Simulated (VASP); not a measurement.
Rb (bcc): the lattice constant a from VASP (plane waves, PAW) at several levels of theory. Static lattice.

```json
[
 {"level": "LDA", "lattice constant a (Å)": "5.384", "error against measurement": "-3.4 %"},
 {"level": "PBE", "lattice constant a (Å)": "5.667", "error against measurement": "+1.6 %"},
 {"level": "PBEsol", "lattice constant a (Å)": "5.568", "error against measurement": "-0.1 %"},
 {"level": "revPBE", "lattice constant a (Å)": "5.830", "error against measurement": "+4.5 %"},
 {"level": "PW91", "lattice constant a (Å)": "5.662", "error against measurement": "+1.5 %"},
 {"level": "PBE-D3 (zero damping)", "lattice constant a (Å)": "5.615", "error against measurement": "+0.7 %"},
 {"level": "optB86b-vdW", "lattice constant a (Å)": "5.534", "error against measurement": "-0.7 %"},
 {"level": "vdW-DF2", "lattice constant a (Å)": "5.545", "error against measurement": "-0.6 %"},
 {"level": "vdW-DF-cx", "lattice constant a (Å)": "5.626", "error against measurement": "+0.9 %"},
 {"level": "TPSS", "lattice constant a (Å)": "5.760", "error against measurement": "+3.3 %"},
 {"level": "SCAN", "lattice constant a (Å)": "5.712", "error against measurement": "+2.4 %"},
 {"level": "r2SCAN", "lattice constant a (Å)": "5.746", "error against measurement": "+3.0 %"}
]
```

Measured: 5.576 Å at 0 K (as given by Gábor I. Csonka et al., Physical Review B (2009), arXiv:0903.4037; low-temperature or extrapolated to 0 K; zero-point anharmonic expansion removed).

The cell of the LDA run:

```xyz
1
Lattice="-2.6920 2.6920 2.6920 2.6920 -2.6920 2.6920 2.6920 2.6920 -2.6920" Properties=species:S:1:pos:R:3 pbc="T T T"
Rb     2.6920     2.6920     2.6920
```

Only levels that ran to the end are used. Left out are those held back, those with too coarse a band path, GW runs whose mesh misses a band edge, hybrids' fits of cells that aren't cubic and levels without matching references; a question may draw on a part of the rest.

The compound is Rb in the bcc structure.
